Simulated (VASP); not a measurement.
# SnSe: convergence with the PAW data sets and precision settings

A convergence test on SnSe: the PAW data sets and precision settings. The series runs use r2SCAN. The PAW data sets tried: minimal 64: Sn Se; recommended 64: Sn_d Se; recommended 54: Sn_d Se; gw 64: Sn_d_GW Se_GW. The precision settings tried: PREC = Low; PREC = Medium; PREC = Normal; PREC = Single; PREC = Accurate; LREAL = Auto; ADDGRID = .TRUE.; LASPH = .TRUE.. The start is a cell from a database of measured crystal structures.

Method: r2SCAN; plane waves and PAW (Sn, Se), in the first sound run; inputs show where later runs differ, in VASP 6.6.1.

## Step 1: Set-up

The structure is cubic, space group Fm-3m (No. 225). The conventional cell has a = 6.020 Å, b = 6.020 Å, c = 6.020 Å, α = 90.00°, β = 90.00°, γ = 90.00°. Nearest to Sn lie 6 Se at 3.01 Å. Nearest to Se lie 6 Sn at 3.01 Å. Farther neighbours and most contacts between anions are not listed.

Coordinates:

```cif
data_structure
_symmetry_space_group_name_H-M 'P 1'
_symmetry_Int_Tables_number 1
_cell_length_a 4.2568
_cell_length_b 4.2568
_cell_length_c 4.2568
_cell_angle_alpha 60.000
_cell_angle_beta 60.000
_cell_angle_gamma 60.000
_cell_volume 54.54
loop_
_atom_site_label
_atom_site_type_symbol
_atom_site_fract_x
_atom_site_fract_y
_atom_site_fract_z
_atom_site_occupancy
Sn1 Sn 0.00000 0.00000 0.00000 1
Se2 Se 0.50000 0.50000 0.50000 1
```

## Step 2: PAW data sets: minimal 64: Sn Se

Data sets differ in which electrons are valence and how hard the partial waves are. r2SCAN adds the kinetic-energy density, costs more than a GGA and is run with LASPH.

INCAR

```
SYSTEM = SnSe
PREC = Accurate
ENCUT = 400
EDIFF = 1E-06
NELM = 100
ISMEAR = -1
SIGMA = 0.05
LREAL = .FALSE.
ALGO = Normal
METAGGA = R2SCAN
LASPH = .TRUE.
NBANDS = 11
LORBIT = 11
LWAVE = .FALSE.
LCHARG = .FALSE.
KPAR = 2
ISIF = 2
```

POSCAR

```
SnSe
1.0
    0.0000000000      3.0100000000      3.0100000000
    3.0100000000      0.0000000000      3.0100000000
    3.0100000000      3.0100000000      0.0000000000
Sn Se
1 1
Direct
    0.0000000000      0.0000000000      0.0000000000
    0.5000000000      0.5000000000      0.5000000000
```

KPOINTS

```
Automatic mesh
0
Gamma
6 6 6
0 0 0
```

The projector-augmented-wave data sets are Sn and Se (PBE family, release 64).

Started as:

```console
$ mpirun -np 2 vasp_std
```

The log of the run:

```text
[banner, memory and clock lines left out]
running    2 mpi-ranks, on    1 nodes
 distrk:  each k-point on    1 cores,    2 groups
 distr:  one band on    1 cores,    1 groups

 POSCAR found type information on POSCAR SnSe
 POSCAR found :  2 types and       2 ions
|                                                                             |
|               ----> ADVICE to this user running VASP <----                  |
|                                                                             |
|     You enforced a specific xc type in the INCAR file but a different       |
|     [... a line on the potential file left out ...]
|     I HOPE YOU KNOW WHAT YOU ARE DOING!                                     |
|                                                                             |

 LDA part: xc-table for (None), standard interpolation
 POSCAR, INCAR and KPOINTS ok, starting setup
 FFT: planning ... GRIDC
 FFT: planning ... GRID_SOFT
 FFT: planning ... GRID
 WAVECAR not read
 entering main loop
       N       E                     dE             d eps       ncg     rms          rms(c)
DAV:   1    -0.101825030319E+02   -0.10183E+02   -0.34344E+03   352   0.588E+02
DAV:   2    -0.402715189623E+02   -0.30089E+02   -0.29329E+02   502   0.105E+02
DAV:   3    -0.415825052272E+02   -0.13110E+01   -0.13088E+01   440   0.228E+01
DAV:   4    -0.415887303321E+02   -0.62251E-02   -0.62248E-02   420   0.194E+00
DAV:   5    -0.415887631658E+02   -0.32834E-04   -0.32833E-04   420   0.138E-01    0.350E+00
DAV:   6    -0.398843276032E+02    0.17044E+01   -0.10681E+00   355   0.513E+00    0.237E+00
DAV:   7    -0.399047931832E+02   -0.20466E-01   -0.10992E-01   428   0.178E+00    0.110E+00
DAV:   8    -0.399124044876E+02   -0.76113E-02   -0.74226E-03   391   0.619E-01    0.109E-01
DAV:   9    -0.399129472700E+02   -0.54278E-03   -0.49088E-04   426   0.169E-01    0.814E-02
DAV:  10    -0.399130181798E+02   -0.70910E-04   -0.11241E-04   400   0.848E-02    0.206E-02
DAV:  11    -0.399130185864E+02   -0.40660E-06   -0.18960E-06   396   0.810E-03
   1 F= -.39913019E+02 E0= -.39912907E+02  d E =-.222581E-03
```

The job ended after 19 s (2 MPI ranks of Intel Xeon Platinum 8488C (Sapphire Rapids), shared host; peak memory 0.32 GiB).

Lines that name or quote the potential files are left out of all logs, and their timing lines are given in words.

From OUTCAR (step 2):

```text
ion  position               nearest neighbor table
   1  0.000  0.000  0.000-   2 3.01   2 3.01   2 3.01   2 3.01   2 3.01   2 3.01
   2  0.500  0.500  0.500-   1 3.01   1 3.01   1 3.01   1 3.01   1 3.01   1 3.01

  LATTYP: Found a face centered cubic cell.
 ALAT       =     6.0200000000

 Subroutine GETGRP returns: Found 48 space group operations
 (whereof 48 operations were pure point group operations)

The static configuration has the point symmetry O_h .

 Found     16 irreducible k-points:

   k-points           NKPTS =     16   k-points in BZ     NKDIM =     16   number of bands    NBANDS=     11

   dimension x,y,z NGX =    28 NGY =   28 NGZ =   28
   dimension x,y,z NGXF=    56 NGYF=   56 NGZF=   56

   ENCUT  =  400.0 eV  29.40 Ry    5.42 a.u.   6.94  6.94  6.94*2*pi/ulx,y,z

   NELECT =      10.0000    total number of electrons

 k-points in reciprocal lattice and weights: Automatic mesh
   0.00000000  0.00000000  0.00000000       0.005
   0.16666667  0.00000000  0.00000000       0.037
   0.33333333  0.00000000  0.00000000       0.037
   0.50000000  0.00000000  0.00000000       0.019
   0.16666667  0.16666667  0.00000000       0.028
   0.33333333  0.16666667  0.00000000       0.111
   0.50000000  0.16666667  0.00000000       0.111
  -0.33333333  0.16666667  0.00000000       0.111
  -0.16666667  0.16666667  0.00000000       0.056
[...]
-0.33333333  0.33333333  0.16666667       0.111
  -0.33333333  0.50000000  0.16666667       0.056

 average (electrostatic) potential at core
       1 -49.3806       2 -58.6273

 E-fermi :   4.5629

 k-point     1 :       0.0000    0.0000    0.0000
  band No.  band energies     occupation
      1     -10.3974      2.00000
      2      -0.9280      2.00000
      3       1.6943      2.00000
      4       1.6943      2.00000
      5       1.6943      2.00000
      6       8.6911      0.00000
      7       8.6911      0.00000
      8       8.6911      0.00000
      9      10.3769      0.00000
     10      10.3769      0.00000
    ...

 k-point     2 :       0.1667    0.0000    0.0000
  band No.  band energies     occupation
      1     -10.1976      2.00000
      2      -2.0100      2.00000
      3       1.7346      2.00000
      4       1.7346      2.00000
      5       2.5691      2.00000
      6       7.3696      0.00000
      7       7.5114      0.00000
      8       7.5114      0.00000
      9      10.4012      0.00000
     10      11.0183      0.00000
    ...

 k-point     3 :       0.3333    0.0000    0.0000
  band No.  band energies     occupation
      1      -9.7197      2.00000
      2      -3.5493      2.00000
      3       1.8596      2.00000
      4       1.8596      2.00000
      5       3.6435      2.00000
      6       5.7406      0.00000
      7       6.0587      0.00000
      8       6.0587      0.00000
      9      11.3181      0.00000
     10      12.6970      0.00000
    ...

  Total       -0.2520529     -0.2520529     -0.2520529     -0.0000000      0.0000000     -0.0000000
  in kB       -7.4041085     -7.4041085     -7.4041085     -0.0000000      0.0000000     -0.0000000
  external PRESSURE =      -7.4041085 kB  Pullay stress =       0.0000000 kB

  energy-cutoff  :      400.00
  volume of cell :       54.54
      direct lattice vectors                 reciprocal lattice vectors
     0.000000000  3.010000000  3.010000000    -0.166112957  0.166112957  0.166112957
     3.010000000  0.000000000  3.010000000     0.166112957 -0.166112957  0.166112957
     3.010000000  3.010000000  0.000000000     0.166112957  0.166112957 -0.166112957

 POSITION                                       TOTAL-FORCE (eV/Angst)
 -----------------------------------------------------------------------------------
      0.00000      0.00000      0.00000        -0.000000     -0.000000      0.000000
      3.01000      3.01000      3.01000         0.000000      0.000000     -0.000000
 -----------------------------------------------------------------------------------
    total drift:                                0.000000      0.000000      0.000000

  FREE ENERGIE OF THE ION-ELECTRON SYSTEM (eV)
  ---------------------------------------------------
  free  energy   TOTEN  =       -39.9130185864 eV

  energy  without entropy=      -39.9127960054  energy(sigma->0) =      -39.91290730

 total charge
# of ion       s       p       d       tot
------------------------------------------
    1        1.599   0.956   0.122   2.677
    2        1.476   2.339   0.026   3.842
--------------------------------------------------
tot          3.075   3.295   0.149   6.519

[... 3 further parts left out ...]
```

The gap is read on the k-mesh alone, so it is an upper bound where the band edges lie off the mesh. Spin-orbit coupling is off here; with elements this heavy it splits and shifts levels by tenths of an eV or more. The PAW data sets were made with PBE, which is usual practice but a small mismatch for other functionals. The data set Sn keeps the semicore shell frozen, which is cheaper and a little less accurate.

Numbers from this step:

- SCF cycles: 11
- electrons: 10
- bands: 11
- irreducible k-points: 16
- symmetry operations: 48
- free energy (TOTEN): -39.91 eV
- energy at zero smearing: -39.91 eV
- Fermi energy: 4.563 eV
- pressure: -0.7404 GPa
- metallic: no
- valence top at k: 0.5, 0, 0
- conduction bottom at k: 0.5, 0, 0
- least direct gap at k: 0.5, 0, 0
- gap on the k-mesh: 0.4509 eV
- least direct gap on the k-mesh: 0.4509 eV

The series starts at -19.9565 eV an atom and -0.74 GPa, after 11 cycles in 19 s.

## Step 3: PAW data sets: recommended 64: Sn d Se

This step: r2SCAN; plane waves and PAW (Sn_d, Se) (VASP 6.6.1).

INCAR: that of step 2 with these lines changed.

```diff
@@ -11,3 +11,3 @@
 LASPH = .TRUE.
-NBANDS = 11
+NBANDS = 16
 LORBIT = 11
```

POSCAR is that of step 2.

KPOINTS is that of step 2.

PAW data sets: Sn_d and Se (PBE family, release 64).

Started as:

```console
$ mpirun -np 2 vasp_std
```

The log of the run:

```text
[banner, memory and clock lines left out]
running    2 mpi-ranks, on    1 nodes
[...]
[... a notice as in an earlier step ...]

 LDA part: xc-table for (None), standard interpolation
 POSCAR, INCAR and KPOINTS ok, starting setup
[...]
entering main loop
       N       E                     dE             d eps       ncg     rms          rms(c)
DAV:   1     0.861988483804E+02    0.86199E+02   -0.87314E+03   520   0.133E+03
DAV:   2    -0.332567244442E+02   -0.11946E+03   -0.11656E+03   576   0.327E+02
DAV:   3    -0.431352024694E+02   -0.98785E+01   -0.98582E+01   632   0.894E+01
DAV:   4    -0.433443023296E+02   -0.20910E+00   -0.20907E+00   632   0.147E+01
[...]
DAV:  11    -0.398885455639E+02   -0.39411E-04   -0.73609E-05   648   0.746E-02    0.178E-02
DAV:  12    -0.398885426977E+02    0.28662E-05   -0.23407E-05   664   0.687E-02    0.291E-03
DAV:  13    -0.398885424883E+02    0.20938E-06   -0.59463E-07   400   0.953E-03
   1 F= -.39888542E+02 E0= -.39888434E+02  d E =-.217907E-03
```

The job ended after 22 s (2 MPI ranks; peak memory 0.3 GiB; 41 s of CPU time).

Parts of OUTCAR (step 3):

```text
  Total       -0.1561367     -0.1561367     -0.1561367     -0.0000000      0.0000000      0.0000000
  in kB       -4.5865494     -4.5865494     -4.5865494     -0.0000000      0.0000000      0.0000000
  external PRESSURE =      -4.5865494 kB  Pullay stress =       0.0000000 kB

 POSITION                                       TOTAL-FORCE (eV/Angst)
 -----------------------------------------------------------------------------------
      0.00000      0.00000      0.00000         0.000000      0.000000      0.000000
      3.01000      3.01000      3.01000         0.000000      0.000000      0.000000
 -----------------------------------------------------------------------------------
    total drift:                               -0.000000      0.000000      0.000000

  FREE ENERGIE OF THE ION-ELECTRON SYSTEM (eV)
  ---------------------------------------------------
  free  energy   TOTEN  =       -39.8885424883 eV

  energy  without entropy=      -39.8883245817  energy(sigma->0) =      -39.88843354

[... 1 part as in an earlier step ...]

[... 2 further parts left out ...]
[key lines of the parts left out:]
E-fermi :   5.9281
```

With 20 valence electrons the pressure is -0.46 GPa, +0.28 GPa from the first of the series, after 13 cycles in 22 s.

## Step 4: PAW data sets: recommended 54: Sn d Se

INCAR is that of step 3.

POSCAR is that of step 3.

KPOINTS is that of step 3.

PAW data sets: Sn_d and Se (PBE family, release 54).

Started as:

```console
$ mpirun -np 2 vasp_std
```

The log of the run:

```text
[... set-up lines as in an earlier step ...]
 entering main loop
       N       E                     dE             d eps       ncg     rms          rms(c)
[... 13 cycles as in an earlier step ...]
   1 F= -.39888542E+02 E0= -.39888434E+02  d E =-.217907E-03
```

Wall time 29 s (2 MPI ranks); peak memory 0.3 GiB; 56 s of CPU time.

Parts of OUTCAR (step 4):

```text
[... 6 parts as in an earlier step ...]

[... 1 further part left out ...]
[key lines of the parts left out:]
E-fermi :   5.9281
```

With 20 valence electrons the pressure is -0.46 GPa, +0.28 GPa from the first of the series, after 13 cycles in 29 s.

## Step 5: PAW data sets: GW 64: Sn d GW Se GW

This step: r2SCAN; plane waves and PAW (Sn_d_GW, Se_GW) (VASP 6.6.1).

INCAR is that of step 4.

POSCAR is that of step 4.

KPOINTS is that of step 4.

PAW data sets: Sn_d_GW and Se_GW (PBE family, release 64).

Started as:

```console
$ mpirun -np 2 vasp_std
```

The log of the run:

```text
[... set-up lines as in an earlier step ...]
 entering main loop
       N       E                     dE             d eps       ncg     rms          rms(c)
DAV:   1     0.718037705458E+02    0.71804E+02   -0.71606E+03   664   0.591E+03
DAV:   2    -0.337537190603E+02   -0.10556E+03   -0.10218E+03   840   0.747E+02
DAV:   3    -0.433658467672E+02   -0.96121E+01   -0.95940E+01   824   0.104E+02
DAV:   4    -0.435583571802E+02   -0.19251E+00   -0.19247E+00   576   0.126E+01
[...]
DAV:  11    -0.399101316304E+02    0.28346E-04   -0.24739E-05   720   0.114E-01    0.752E-03
DAV:  12    -0.399101221881E+02    0.94423E-05   -0.33678E-06   672   0.693E-02    0.107E-03
DAV:  13    -0.399101218842E+02    0.30389E-06   -0.26187E-07   408   0.149E-02
   1 F= -.39910122E+02 E0= -.39910009E+02  d E =-.226735E-03
```

Wall time 38 s (2 MPI ranks); peak memory 0.32 GiB; 73 s of CPU time.

Parts of OUTCAR (step 5):

```text
  Total       -0.2067121     -0.2067121     -0.2067121      0.0000000      0.0000000     -0.0000000
  in kB       -6.0722144     -6.0722144     -6.0722144      0.0000000      0.0000000     -0.0000000
  external PRESSURE =      -6.0722144 kB  Pullay stress =       0.0000000 kB

 POSITION                                       TOTAL-FORCE (eV/Angst)
 -----------------------------------------------------------------------------------
      0.00000      0.00000      0.00000         0.000000      0.000000      0.000000
      3.01000      3.01000      3.01000         0.000000      0.000000     -0.000000
 -----------------------------------------------------------------------------------
    total drift:                               -0.000000      0.000000      0.000000

  FREE ENERGIE OF THE ION-ELECTRON SYSTEM (eV)
  ---------------------------------------------------
  free  energy   TOTEN  =       -39.9101218842 eV

  energy  without entropy=      -39.9098951492  energy(sigma->0) =      -39.91000852

[... 2 parts as in an earlier step ...]

[... 1 further part left out ...]
[key lines of the parts left out:]
E-fermi :   4.7504
```

With 20 valence electrons the pressure is -0.61 GPa, +0.13 GPa from the first of the series, after 13 cycles in 38 s.

## Step 6: The PAW data sets series as a table

This step: convergence of r2SCAN results with the datasets; plane waves and PAW (VASP 6.6.1).

This step runs nothing: it gathers the runs above.

Results of the series, by row:

| setting | status | pressure (GPa) | gap (eV) | SCF cycles | wall time (s) |
| --- | --- | --- | --- | --- | --- |
| minimal 64: Sn Se, 400 eV | converged | -0.7404 | 0.4509 | 11 | 18.6 |
| recommended 64: Sn_d Se, 400 eV | converged | -0.4587 | 0.4535 | 13 | 22 |
| recommended 54: Sn_d Se, 400 eV | converged | -0.4587 | 0.4535 | 13 | 29 |
| gw 64: Sn_d_GW Se_GW, 400 eV | converged | -0.6072 | 0.4486 | 13 | 38 |

## Step 7: Precision settings: PREC = Low

This step: r2SCAN; plane waves and PAW (Sn_d, Se) (VASP 6.6.1).

PREC sets the FFT grids, and LREAL, ADDGRID and LASPH trade speed for accuracy.

INCAR: that of step 5 with these lines changed.

```diff
@@ -1,3 +1,3 @@
 SYSTEM = SnSe
-PREC = Accurate
+PREC = Low
 ENCUT = 400
```

POSCAR is that of step 5.

KPOINTS is that of step 5.

Potentials, in the order of the species: Sn_d and Se (PBE family, release 64).

Started as:

```console
$ mpirun -np 2 vasp_std
```

The log of the run:

```text
[... set-up lines as in an earlier step ...]
 entering main loop
       N       E                     dE             d eps       ncg     rms          rms(c)
DAV:   1     0.861998416799E+02    0.86200E+02   -0.87316E+03   520   0.133E+03
DAV:   2    -0.332570840325E+02   -0.11946E+03   -0.11656E+03   576   0.327E+02
DAV:   3    -0.431359978228E+02   -0.98789E+01   -0.98586E+01   632   0.894E+01
DAV:   4    -0.433451098509E+02   -0.20911E+00   -0.20908E+00   632   0.147E+01
DAV:   5    -0.433528001513E+02   -0.76903E-02   -0.76901E-02   752   0.248E+00    0.363E+00
DAV:   6    -0.398877347481E+02    0.34651E+01   -0.10141E+00   568   0.141E+01    0.251E+00
DAV:   7    -0.398889996571E+02   -0.12649E-02   -0.15044E-01   656   0.252E+00    0.106E+00
DAV:   8    -0.398949615081E+02   -0.59619E-02   -0.85631E-03   592   0.980E-01    0.397E-01
DAV:   9    -0.398965939376E+02   -0.16324E-02   -0.21843E-03   640   0.456E-01    0.980E-02
DAV:  10    -0.398966351066E+02   -0.41169E-04   -0.17581E-04   696   0.178E-01    0.391E-02
DAV:  11    -0.398966753504E+02   -0.40244E-04   -0.74701E-05   648   0.746E-02    0.178E-02
DAV:  12    -0.398966726122E+02    0.27382E-05   -0.23488E-05   656   0.689E-02    0.285E-03
DAV:  13    -0.398966724211E+02    0.19110E-06   -0.61229E-07   400   0.968E-03
   1 F= -.39896672E+02 E0= -.39896564E+02  d E =-.216429E-03
```

It took 9.8 s on 2 MPI ranks; peak memory 0.22 GiB.

From OUTCAR (step 7):

```text
   NELECT =      20.0000    total number of electrons

 E-fermi :   5.9290

 k-point     1 :       0.0000    0.0000    0.0000
  band No.  band energies     occupation
    ...
      6      -9.0324      2.00000
      7       0.4449      2.00000
      8       3.0559      2.00000
      9       3.0559      2.00000
     10       3.0560      2.00000
     11      10.0595      0.00000
     12      10.0595      0.00000
     13      10.0619      0.00000
     14      11.7452      0.00000
     15      11.7456      0.00000
    ...

  Total       -0.0522733     -0.0522733     -0.0522733     -0.0000000      0.0000000      0.0000000
  in kB       -1.5355389     -1.5355389     -1.5355389     -0.0000000      0.0000000      0.0000000
  external PRESSURE =      -1.5355389 kB  Pullay stress =       0.0000000 kB

 POSITION                                       TOTAL-FORCE (eV/Angst)
 -----------------------------------------------------------------------------------
      0.00000      0.00000      0.00000        -0.000000     -0.000000     -0.000000
      3.01000      3.01000      3.01000         0.000000      0.000000      0.000000
 -----------------------------------------------------------------------------------
    total drift:                               -0.000000     -0.000000     -0.000000

  FREE ENERGIE OF THE ION-ELECTRON SYSTEM (eV)
  ---------------------------------------------------
  free  energy   TOTEN  =       -39.8966724211 eV

  energy  without entropy=      -39.8964559916  energy(sigma->0) =      -39.89656421

[... 7 parts as in an earlier step ...]

[... 10 further parts left out ...]
```

Numbers from this step:

```yaml
free_energy_toten: -39.90 eV
energy_at_zero_smearing: -39.90 eV
fermi_energy: 5.929 eV
pressure: -0.1536 GPa
gap_on_the_k_mesh: 0.4544 eV
least_direct_gap_on_the_k_mesh: 0.4544 eV
```

The series starts at -19.9483 eV an atom and -0.15 GPa, after 13 cycles in 9.8 s.

(Part 1 of 2 ends here.)

[Lines on the potential files, build, host, timing and source positions are cut from VASP's logs without a mark.]

[Logs are printed without paths, hosts, clocks, repeated set-up lines and the standing remarks that a program may print on its own settings, such as how far it seeks lower states.]

[Hosts, paths, dates, database ids (printed as entryN), source tags and the programs' standing remarks are cut or masked in the printed files.]

[A measured line is paired with the nearest computed mode of its activity, which favours agreement.]
